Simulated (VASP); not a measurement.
A VASP calculation is set up with these files.

### KPOINTS
```
Automatic mesh
0
Gamma
5 5 4
0 0 0
```

### POSCAR
```
NiSb
1.0
  3.9296700000   0.0000000000   0.0000000000
 -1.9648350000   3.4031940000   0.0000000000
  0.0000000000   0.0000000000   5.1161900000
Ni Sb
2 2
Cartesian
 -0.0178131941  -0.0107064483   0.0079505593
 -0.0098575772   0.0052783539   2.5783806933
  0.0306062348   2.2719961368   1.2771698583
  1.9618995365   1.1366259577   3.8107838891
```

**INCAR**
```
SYSTEM = NiSb
PREC = Accurate; ENCUT = 300; LREAL = .False.
LASPH = .True.
EDIFF = 1E-6; NELM = 100; ALGO = Normal
LMAXMIX = 4
ISMEAR = 0; SIGMA = 0.272
GGA = PE
ISIF = 2
LWAVE = .False.; LCHARG = .False.
```

POTCAR, in this order: Ni Sb (PBE.64 set). Program: vasp_std.

Problem. Write an equivalent input for Ansatz.

Solution. One equivalent input (not run):
Ansatz 0.2 input:
```yaml
crystal:
  lattice:
    - [3.9296700, 0.0000000, 0.0000000]
    - [-1.9648350, 3.4031940, 0.0000000]
    - [0.0000000, 0.0000000, 5.1161900]
  atoms:
    - { symbol: Ni, position: [-0.0061060, -0.0031460, 0.0015540] }
    - { symbol: Ni, position: [-0.0017330, 0.0015510, 0.5039650] }
    - { symbol: Sb, position: [0.3415920, 0.6676070, 0.2496330] }
    - { symbol: Sb, position: [0.6662470, 0.3339880, 0.7448480] }
kpoints:
  mp_grid: { grid: [5, 5, 4] }
hamiltonian:
  xc: pbe
  pseudopotentials: { kind: paw }
scf:
  occupations: { method: gaussian, width: 0.272 }
  max_iter: 100
output: { forces: true, stress: true, eigenvalues: true }
```
Limits of the translation: each code has its own PAW files, so the cut-off isn't converted (ENCUT is set for VASP's; basis.ecutwfc is left out, and Ansatz then takes the one that its files recommend); Ansatz stops its SCF on the density residual and VASP on the energy change (EDIFF).

The structure comes from a computed database's NiSb entry; how it stands against other phases isn't given here. The cell was not relaxed at this level, atoms are displaced from their ideal sites. The k-mesh is coarse (spacing up to 0.37 per Å, 2π included), so the numbers may not be converged in it.
